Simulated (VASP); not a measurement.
Write the native input for VASP 6.6.1 that does the following.

```yaml
Task: single point
Functional: PBE
Potentials_or_basis: VASP PAW PBE potentials, release 64 (Be, Al)
Cutoff: 520 eV
k_mesh: 15 × 15 × 1
Occupations: gaussian, width 0.1 eV
Spin: no spin polarisation
Dipole_correction: yes
Further_INCAR_settings: ALGO = Normal; EDIFF = 1e-06; NBANDS = 10
```

The structure of BeAl lies in POSCAR:

```
BeAl
1.0
    4.0435074450      0.0000002686      0.0000000000
   -2.0217539551      3.5017800335      0.0000000000
    0.0000000000      0.0000000000     23.8000000000
Be Al
1 1
Direct
    0.0000000000      0.0000000000      0.2941176471
    0.3333333333      0.6666666667      0.2941176471
```

The cell was built by a generator and needn't be a form met in nature.

The cell isn't the ideal one: species swapped into a sheet of the AlGe type.

One way to write it, as run:

INCAR

```
SYSTEM = BeAl
ALGO = Normal ; DIPOL = 0.5 0.5 0.294
EDIFF = 1E-6 ; ENCUT = 520
GGA = PE ; IDIPOL = 3
ISIF = 2 ; ISMEAR = 0
LASPH = .True. ; LCHARG = .False.
LDIPOL = .True. ; LREAL = .False.
LWAVE = .False. ; NBANDS = 10
NELM = 100 ; PREC = Accurate
SIGMA = 0.1
```

KPOINTS

```
k-points
0
Gamma
  15 15 1
  0 0 0
```

Potentials or basis: VASP PAW PBE potentials, release 64 (Be, Al).

Launch:

```sh
$ cat potpaw_PBE.64/Be/POTCAR potpaw_PBE.64/Al/POTCAR > POTCAR
$ mpirun -np 1 vasp_std > vasp.out
```

It gave:

```
Band gap on the k mesh : none (metal or under the smearing width)
```

Run time: 92 s on 1 thread of Intel(R) Xeon(R) Platinum 8488C (Sapphire Rapids) (shared host), peak memory 0.43 GiB.
